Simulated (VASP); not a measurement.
Level of theory: PBEsol GGA, VASP's PBE PAW potentials (set 64) (plane waves; VASP 6.6.1).

Input for VASP

POSCAR:
```
Cl
1
    3.7428003656     0.0000000000     0.0000000000
   -1.8714001828     3.2413608571     0.0000000000
    0.0000000000     0.0000000000     7.7925221816
Cl
4
Direct
  0.0000000000   0.0000000000   0.0000000000
  0.0000000000   0.0000000000   0.5000000000
  0.3333330000   0.6666670000   0.2500000000
  0.6666670000   0.3333330000   0.7500000000
```

### INCAR
```
ALGO=Normal
EDIFF=1E-7
ENCUT=480
GGA=PS
ISIF=2
ISMEAR=1
LASPH=.TRUE.
LCHARG=.FALSE.
LREAL=.FALSE.
LWAVE=.FALSE.
NELM=100
PREC=Accurate
SIGMA=0.1
SYSTEM=Cl
```

**KPOINTS**
```
Automatic mesh
0
Gamma
10 10 4
0 0 0
```

POTCAR, in this order: Cl (PBE.64 set). Program: vasp_std.

What VASP printed:

OUTCAR:
```
 ion  position               nearest neighbor table
   1  0.000  0.000  0.000-
   2  0.000  0.000  0.500-
   3  0.333  0.667  0.250-
   4  0.667  0.333  0.750-
  LATTYP: Found a hexagonal cell.
 ALAT       =     3.7428003656
 C/A-ratio  =     2.0820031582
 Subroutine PRICEL returns:
 Original cell was already a primitive cell.
 Subroutine GETGRP returns: Found 24 space group operations
The static configuration has the point symmetry D_3d.
 The point group associated with its full space group is D_6h.
The dynamic configuration has the point symmetry D_3d.
 Subroutine INISYM returns: Found 24 space group operations
 Subroutine IBZKPT returns following result:
 Found     42 irreducible k-points:

 Following reciprocal coordinates:
            Coordinates               Weight
  0.000000  0.000000  0.000000      1.000000
  0.100000 -0.000000  0.000000      6.000000
  0.200000 -0.000000  0.000000      6.000000
  0.300000  0.000000  0.000000      6.000000
  0.400000 -0.000000  0.000000      6.000000
...
```

**OSZICAR**
```
       N       E                     dE             d eps       ncg     rms          rms(c)
DAV:   1     0.174368443569E+03    0.17437E+03   -0.12198E+04  1512   0.126E+03
DAV:   2     0.492879111171E+01   -0.16944E+03   -0.16790E+03  2252   0.229E+02
DAV:   3    -0.523264280177E+01   -0.10161E+02   -0.10042E+02  1678   0.663E+01
DAV:   4    -0.539111103986E+01   -0.15847E+00   -0.15808E+00  1800   0.973E+00
DAV:   5    -0.539446590738E+01   -0.33549E-02   -0.33527E-02  1642   0.137E+00    0.930E+00
DAV:   6    -0.535121448721E+01    0.43251E-01   -0.62672E-02  1668   0.143E+00    0.575E+00
DAV:   7    -0.534818081050E+01    0.30337E-02   -0.65930E-02  1622   0.148E+00    0.518E-01
DAV:   8    -0.534599887881E+01    0.21819E-02   -0.50041E-03  1636   0.551E-01    0.176E-01
DAV:   9    -0.534570586110E+01    0.29302E-03   -0.15817E-03  1648   0.237E-01    0.550E-02
DAV:  10    -0.534570419340E+01    0.16677E-05   -0.60771E-05  1662   0.554E-02    0.241E-02
DAV:  11    -0.534570472038E+01   -0.52698E-06   -0.88952E-06  1658   0.181E-02    0.120E-02
DAV:  12    -0.534570611437E+01   -0.13940E-05   -0.91840E-07  1610   0.695E-03    0.387E-03
DAV:  13    -0.534570619193E+01   -0.77564E-07   -0.96969E-08   952   0.235E-03
   1 F= -.53457062E+01 E0= -.53453639E+01  d E =-.102689E-02
```

**OUTCAR**
```
------------------------ aborting loop because EDIFF is reached ----------------------------------------
  FORCE on cell =-STRESS in cart. coord.  units (eV):
  Direction    XX          YY          ZZ          XY          YZ          ZX
  --------------------------------------------------------------------------------------
  Total       -1.9621953     -1.9621961     -3.0576537      0.0000000      0.0000000      0.0000000
  in kB      -33.2545225    -33.2545360    -51.8199258      0.0000000      0.0000000      0.0000000
  external PRESSURE =     -39.4429948 kB  Pullay stress =       0.0000000 kB
  volume of cell :       94.54
      direct lattice vectors                 reciprocal lattice vectors
     3.742800366  0.000000000  0.000000000     0.267179625  0.154256197  0.000000000
    -1.871400183  3.241360857  0.000000000     0.000000000  0.308512395  0.000000000
     0.000000000  0.000000000  7.792522182     0.000000000  0.000000000  0.128328156
 POSITION                                       TOTAL-FORCE (eV/Angst)
 -----------------------------------------------------------------------------------
      0.00000      0.00000      0.00000        -0.000000      0.000000      0.000000
      0.00000      0.00000      3.89626        -0.000000      0.000000      0.000000
     -0.00000      2.16091      1.94813         0.000000      0.000000      0.000000
      1.87140      1.08045      5.84439        -0.000000     -0.000000     -0.000000
 -----------------------------------------------------------------------------------
    total drift:                               -0.000000      0.000000      0.000000
  FREE ENERGIE OF THE ION-ELECTRON SYSTEM (eV)
  ---------------------------------------------------
  free  energy   TOTEN  =        -5.3457061919 eV

  energy  without entropy=       -5.3446793044  energy(sigma->0) =       -5.34536390
```
(Selected blocks of OUTCAR.)

The structure was generated: Cl was put into the dhcp type (P6_3/mmc), which need not be its known phase. This cell was strained or had an atom moved on purpose.
